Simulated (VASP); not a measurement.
Here is the system:

```
CELL_PARAMETERS angstrom
      2.72295     0.00000     0.00000
      0.00000     2.80717     0.00000
      0.00000     0.00000     2.80717
ATOMIC_POSITIONS crystal
  Cr 0.00000 0.00000 0.00000
  Cr 0.50000 0.50000 0.50000
```

Method: PBEsol GGA, VASP's PBE PAW potentials (set 64) (plane waves; VASP). Run with 480 eV cut-off, 12×12×12 Γ-centred mesh, first-order Methfessel-Paxton smearing of 0.10 eV, potentials Cr_pv.

**Question.** Predict the energy per atom (σ→0), pressure, band gap (on the k-mesh) with the smallest direct gap where there is one.

**Answer.** 
```
Quantity                                                     Value
------------------------  ----------------------------------------
band gap (on the k-mesh)  none (metal, semimetal or under 0.01 eV)
energy per atom (σ→0)                              -10222 meV/atom
pressure                                                 10.72 GPa
```

The absolute energy has meaning only against runs of the same code, potentials and settings.

The compound is Cr in the bcc, AFM order structure. This cell was strained or had an atom moved on purpose. The run is not spin-polarised, so no magnetic state was tried.
